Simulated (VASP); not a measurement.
# Ta4NiO11 (Cmmm) in VASP: notebook, part 3 of 3

VASP 6.6.1. The steps go on from the part before.

## Step 5: Electric field gradients, PBE, collinear spin, ferromagnetic start

INCAR

```
SYSTEM = Ta4NiO11
PREC     = Accurate       ! precision mode
ENCUT    = 520            ! plane-wave cutoff, eV
EDIFF    = 1E-8           ! SCF threshold, eV
ISMEAR   = -1             ! smearing method
SIGMA    = 0.05           ! smearing width, eV
LREAL    = .False.        ! projectors in reciprocal space
LASPH    = .True.         ! aspherical terms in the spheres
NELM     = 150            ! most SCF steps
ALGO     = Normal         ! electronic algorithm
ISIF     = 2              ! what is computed and relaxed
LWAVE    = .False.        ! write WAVECAR
LCHARG   = .False.        ! write CHGCAR
ISPIN    = 2              ! spin polarisation
MAGMOM   = 0 0 0 0 1 0 0 0 0 0 0 0 0 0 0 0 ! initial moments
LORBIT   = 11             ! projections on sites
LMAXMIX  = 4              ! l up to which the mixer works
GGA      = PE             ! functional
LEFG     = .True.       
KPAR     = 4
```

KPOINTS

```
Automatic mesh
0
Gamma
  7 7 7
  0 0 0
```

POSCAR

```
Ta4NiO11
1.0
    1.9549500000    -14.8297300000      0.0000000000
    1.9549500000     14.8297300000      0.0000000000
    0.0000000000      0.0000000000      3.8859000000
Ta Ni O
4 1 11
Direct
    0.2043700000      0.7956300000      0.0000000000
    0.9245100000      0.0754900000      0.0000000000
    0.0754900000      0.9245100000      0.0000000000
    0.7956300000      0.2043700000      0.0000000000
    0.5000000000      0.5000000000      0.0000000000
    0.1398700000      0.8601300000      0.0000000000
    0.7210700000      0.2789300000      0.0000000000
    0.4364500000      0.5635500000      0.0000000000
    0.5635500000      0.4364500000      0.0000000000
    0.0000000000      0.0000000000      0.0000000000
    0.8601300000      0.1398700000      0.0000000000
    0.2789300000      0.7210700000      0.0000000000
    0.9279000000      0.0721000000      0.5000000000
    0.0721000000      0.9279000000      0.5000000000
    0.7943600000      0.2056400000      0.5000000000
    0.2056400000      0.7943600000      0.5000000000
```

Potentials or basis: VASP PAW PBE potentials, release 64 (Ta_pv, Ni, O).

Started as:

```sh
> cat potpaw_PBE.64/Ta_pv/POTCAR potpaw_PBE.64/Ni/POTCAR potpaw_PBE.64/O/POTCAR > POTCAR
> mpirun -np 4 vasp_std > vasp.out
```

OUTCAR:

```text
SYSTEM = Ta4NiO11
   PREC = Accurate
   ENCUT = 520
   EDIFF = 1E-8
   ISMEAR = -1
   LREAL = .False.
   LASPH = .True.
   NELM = 150
   ISIF = 2
   ISPIN = 2
   LORBIT = 11
   GGA = PE

 ion  position               nearest neighbor table
   1  0.204  0.796  0.000-   6 1.91  16 1.94  16 1.94   7 2.02   7 2.02  12 2.21   4 3.34   4 3.34

   2  0.925  0.075  0.000-  11 1.91  13 1.95  13 1.95   8 1.99   8 1.99  10 2.24   5 2.97   5 2.97

   3  0.075  0.925  0.000-   6 1.91  14 1.95  14 1.95   9 1.99   9 1.99  10 2.24   5 2.97   5 2.97
[... 5 lines left out ...]
   6  0.140  0.860  0.000-   3 1.91   1 1.91
   7  0.721  0.279  0.000-   1 2.02   1 2.02   4 2.21
   8  0.436  0.564  0.000-   5 1.88   2 1.99   2 1.99
   9  0.564  0.436  0.000-   5 1.88   3 1.99   3 1.99
  10  0.000  0.000  0.000-   5 1.95   5 1.95   2 2.24   3 2.24
  11  0.860  0.140  0.000-   2 1.91   4 1.91
  12  0.279  0.721  0.000-   4 2.02   4 2.02   1 2.21
  13  0.928  0.072  0.500-   2 1.95   2 1.95
  14  0.072  0.928  0.500-   3 1.95   3 1.95
  15  0.794  0.206  0.500-   4 1.94   4 1.94
  16  0.206  0.794  0.500-   1 1.94   1 1.94

  LATTYP: Found a base centered orthorhombic cell.
 ALAT       =     3.9099000000
 B/A-ratio  =     7.5857336505
 C/A-ratio  =     0.9938617356

  Lattice vectors:

 A1 = (   1.9549500000, -14.8297300000,   0.0000000000)
 A2 = (   1.9549500000,  14.8297300000,   0.0000000000)
 A3 = (   0.0000000000,   0.0000000000,   3.8859000000)

Analysis of symmetry for initial positions (statically):
=====================================================================
 Subroutine PRICEL returns:
 Original cell was already a primitive cell.

 Routine SETGRP: Setting up the symmetry group for a
 base centered orthorhombic supercell.

 Subroutine GETGRP returns: Found  8 space group operations
 (whereof  8 operations were pure point group operations)
 out of a pool of  8 trial point group operations.

The static configuration has the point symmetry D_2h.

Analysis of symmetry for dynamics (positions and initial velocities):
=====================================================================
 Subroutine PRICEL returns:
 Original cell was already a primitive cell.

 Routine SETGRP: Setting up the symmetry group for a
 base centered orthorhombic supercell.

 Subroutine GETGRP returns: Found  8 space group operations
 (whereof  8 operations were pure point group operations)
 out of a pool of  8 trial point group operations.

The dynamic configuration has the point symmetry D_2h.

Analysis of structural, dynamic, and magnetic symmetry:
=====================================================================
 Subroutine PRICEL returns:
 Original cell was already a primitive cell.

 Routine SETGRP: Setting up the symmetry group for a
 base centered orthorhombic supercell.

 Subroutine GETGRP returns: Found  8 space group operations
 (whereof  8 operations were pure point group operations)
 out of a pool of  8 trial point group operations.

The overall configuration has the point symmetry D_2h.
[... 3788 lines left out ...]
     72       5.6903      0.00000

 [... further k-points ...]

 [bands above 72 left out]

------------------------ aborting loop because EDIFF is reached ----------------------------------------

  FORCE on cell =-STRESS in cart. coord.  units (eV):
  Direction    XX          YY          ZZ          XY          YZ          ZX
  --------------------------------------------------------------------------------------
  -------------------------------------------------------------------------------------
  Total        0.9054365      1.1647201      1.2084614      0.0000000      0.0000000      0.0000000
  in kB        6.4384018      8.2821220      8.5931591      0.0000000      0.0000000      0.0000000
  external PRESSURE =       7.7712276 kB  Pullay stress =       0.0000000 kB

 VOLUME and BASIS-vectors are now :
 -----------------------------------------------------------------------------
  energy-cutoff  :      520.00
  volume of cell :      225.32
      direct lattice vectors                 reciprocal lattice vectors
     1.954950000-14.829730000  0.000000000     0.255761017 -0.033716056  0.000000000
     1.954950000 14.829730000  0.000000000     0.255761017  0.033716056  0.000000000
     0.000000000  0.000000000  3.885900000     0.000000000  0.000000000  0.257340642

 POSITION                                       TOTAL-FORCE (eV/Angst)
 -----------------------------------------------------------------------------------
      1.95495      8.76823      0.00000         0.000000     -0.041658     -0.000000
      1.95495    -12.59074      0.00000         0.000000     -0.046473      0.000000
      1.95495     12.59074      0.00000         0.000000      0.046473     -0.000000
      1.95495     -8.76823      0.00000         0.000000      0.041658      0.000000
      1.95495      0.00000      0.00000         0.000000     -0.000000      0.000000
      1.95495     10.68126      0.00000         0.000000     -0.010239      0.000000
[... 8 lines left out ...]
      1.95495     -8.73056      1.94295         0.000000      0.001313      0.000000
      1.95495      8.73056      1.94295         0.000000     -0.001313     -0.000000
 -----------------------------------------------------------------------------------
    total drift:                               -0.000000      0.000000      0.000000

  FREE ENERGIE OF THE ION-ELECTRON SYSTEM (eV)
  ---------------------------------------------------
  free  energy   TOTEN  =      -147.9128780055 eV

  energy  without entropy=     -147.8996856329  energy(sigma->0) =     -147.90628182

 Electric field gradients (V/A^2)
---------------------------------------------------------------------
 ion       V_xx      V_yy      V_zz      V_xy      V_xz      V_yz
---------------------------------------------------------------------
   1     191.574   181.368  -372.942    -0.000    -0.000    -0.000
   2      65.153   257.520  -322.673    -0.000     0.000    -0.000
   3      65.153   257.520  -322.673    -0.000     0.000     0.000
   4     191.574   181.368  -372.942    -0.000     0.000    -0.000
   5     115.278     5.987  -121.265    -0.000     0.000    -0.000
   6      22.052    22.027   -44.080    -0.000    -0.000    -0.000
[... 8 lines left out ...]
  15       0.305    -2.465     2.160    -0.000    -0.000     0.000
  16       0.305    -2.465     2.160     0.000     0.000     0.000
---------------------------------------------------------------------

 Electric field gradients after diagonalization (V/A^2)
 (convention: |V_zz| > |V_xx| > |V_yy|)
----------------------------------------------------------------------
 ion       V_xx      V_yy      V_zz     asymmetry (V_yy - V_xx)/ V_zz
----------------------------------------------------------------------
   1     191.574   181.368  -372.942       0.027
   2     257.520    65.153  -322.673       0.596
   3     257.520    65.153  -322.673       0.596
   4     191.574   181.368  -372.942       0.027
   5     115.278     5.987  -121.265       0.901
   6      22.052    22.027   -44.080       0.001
[... 8 lines left out ...]
  15       2.160     0.305    -2.465       0.753
  16       2.160     0.305    -2.465       0.753
----------------------------------------------------------------------

           NMR quadrupolar parameters

 Cq : quadrupolar parameter    Cq=e*Q*V_zz/h
 eta: asymmetry parameters     (V_yy - V_xx)/ V_zz
 Q  : nuclear electric quadrupole moment in mb (millibarn)
----------------------------------------------------------------------
 ion       Cq(MHz)       eta       Q (mb)
----------------------------------------------------------------------
   1      -0.902       0.027       1.000
   2      -0.780       0.596       1.000
   3      -0.780       0.596       1.000
   4      -0.902       0.027       1.000
   5      -0.293       0.901       1.000
   6      -0.107       0.001       1.000
[... 8 lines left out ...]
  15      -0.006       0.753       1.000
  16      -0.006       0.753       1.000
----------------------------------------------------------------------

 total charge

# of ion       s       p       d       tot
------------------------------------------
    1        0.344   6.338   2.062   8.744
    2        0.350   6.348   2.076   8.774
    3        0.350   6.348   2.076   8.774
    4        0.344   6.338   2.062   8.744
    5        0.393   0.473   8.337   9.204
    6        1.569   3.528   0.000   5.097
[... 8 lines left out ...]
   15        1.571   3.513   0.000   5.084
   16        1.571   3.513   0.000   5.084
--------------------------------------------------
tot         19.002  64.551  16.613 100.167

 magnetization (x)

# of ion       s       p       d       tot
------------------------------------------
    1        0.000   0.000   0.000   0.000
    2        0.000   0.000   0.002   0.003
    3        0.000   0.000   0.002   0.003
    4        0.000   0.000   0.000   0.000
    5       -0.014  -0.004  -0.697  -0.714
    6        0.000   0.000   0.000   0.000
[... 8 lines left out ...]
   15       -0.000  -0.000   0.000  -0.000
   16       -0.000  -0.000   0.000  -0.000
--------------------------------------------------
tot         -0.026  -0.105  -0.692  -0.823
```

Wall time 39 min (4 MPI ranks of Intel Xeon 6975P-C (Granite Rapids), shared host); peak memory 2.1 GiB.

What came out:

- Free energy: -147.9129 eV
- Pressure: 0.8 GPa
- Largest force: 0.082 eV/Å
- Band gap on the k mesh: none (metal or under the smearing width)
- Net moment: -0.85 μB per cell
- Site moments: Ta +0.00; Ni -0.71; O +0.00, -0.01, -0.09, -0.00 μB
- Valence electrons inside the program's atomic spheres: Ta 8.74, 8.77; Ni 9.20; O 5.10, 5.11, 5.00, 5.08

Forces on the atoms (eV/Å):
```
Ta   0.000 -0.042  0.000
Ta   0.000 -0.046  0.000
Ta   0.000  0.046  0.000
Ta   0.000  0.042  0.000
Ni   0.000  0.000  0.000
O    0.000 -0.010  0.000
O    0.000  0.000  0.000
O    0.000  0.082  0.000
O    0.000 -0.082  0.000
O    0.000  0.000  0.000
O    0.000  0.010  0.000
O    0.000  0.000  0.000
O    0.000 -0.010  0.000
O    0.000  0.010  0.000
O    0.000  0.001  0.000
O    0.000 -0.001  0.000
```

Stress tensor (GPa, compression positive):
```
0.64 0.00 0.00
0.00 0.83 0.00
0.00 0.00 0.86
```

Levels at points of the mesh, in eV from the Fermi level:
Spin up:
```tsv
k point	band 56	band 57	band 58	band 59	band 60	band 61	band 62	band 63	band 64	band 65
(0.00, 0.00, 0.00)	-1.68	-1.02	-0.88	-0.74	-0.23	0.36	1.09	1.36	1.41	1.54
```
Spin down:
```tsv
k point	band 56	band 57	band 58	band 59	band 60	band 61	band 62	band 63	band 64	band 65
(0.00, 0.00, 0.00)	-1.75	-1.68	-1.29	-1.23	-0.76	-0.58	1.09	1.37	1.39	1.54
```

Electric field gradients, principal values (V/Å²):
```tsv
atom	Vxx	Vyy	Vzz
1 Ta	181.368	191.574	-372.942
2 Ta	65.153	257.520	-322.673
3 Ta	65.153	257.520	-322.673
4 Ta	181.368	191.574	-372.942
5 Ni	5.987	115.278	-121.265
6 O	22.027	22.052	-44.080
7 O	13.677	42.667	-56.344
8 O	12.803	55.956	-68.759
9 O	12.803	55.956	-68.759
10 O	-24.310	-73.276	97.586
11 O	22.027	22.052	-44.080
12 O	13.677	42.667	-56.344
13 O	1.013	6.345	-7.359
14 O	1.013	6.345	-7.359
15 O	0.305	2.160	-2.465
16 O	0.305	2.160	-2.465
```

Caveat: a cell with one magnetic atom can't hold antiferromagnetic order, which such compounds often take; semilocal functionals often make such compounds metallic where correlation or magnetic order opens a gap, which also shifts bond lengths. Spin-orbit coupling is left out, which matters for the levels of Ta.

## Step 6: The runs side by side

```tsv
task	k mesh for the DOS	occupations for the DOS	gap on the mesh (eV)	pressure (GPa)	moment (μB)	largest force (eV/Å)
band structure	-	-	-	0.8	0.85	0.08
density of states	11 × 11 × 11	tetrahedron	-	-	0.85	-
optical spectrum	-	-	none	0.8	0.85	0.08
electric field gradients	-	-	none	0.8	0.85	0.08
```

Alike in all rows: level PBE; potentials or basis VASP PAW PBE potentials, release 64 (Ta_pv, Ni, O); spin collinear, ferromagnetic start; cell as given; k mesh 7 × 7 × 7; cutoff (eV) 520; smearing fermi-dirac 0.05 eV.

Caveats: a cell with one magnetic atom can't hold antiferromagnetic order, which such compounds often take; semilocal functionals often make such compounds metallic where correlation or magnetic order opens a gap, which also shifts bond lengths; spin-orbit coupling is left out, which moves the levels of the heavy elements (some runs); spectra need much finer meshes, so this one isn't converged (some runs); independent-particle spectra lack excitons (some runs); the intraband (Drude) part of a metal's response may be missing (some runs).

Total energies depend on the potentials used, so only differences within one code and one set of settings carry meaning.
